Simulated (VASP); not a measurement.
```
CELL_PARAMETERS angstrom
      0.00000     2.16055     2.16055
      2.16055     0.00000     2.16055
      2.16055     2.16055     0.00000
ATOMIC_POSITIONS crystal
  Ni 0.00000 0.00000 0.00000
  N  0.25000 0.25000 0.25000
```

Calculation: PBE GGA, VASP's PBE PAW potentials (set 64) (plane waves; VASP). Numerical set-up: 520 eV cut-off, Gaussian smearing of 0.050 eV, potentials Ni N.

Task: What does the run give for the band gap (along the path) with the smallest direct gap where there is one?

Result: 
band gap (along the path): none (metal, semimetal or under 0.01 eV)

Only differences to runs with the same potentials and settings are physical.

The structure was generated: NiN was put into the zinc blende type (F-43m), which need not be its known phase. It was relaxed first, which changed the volume by -12 %. The run is not spin-polarised, so no magnetic state was tried. The electron count is odd and the run is not spin-polarised, which forces a metal.
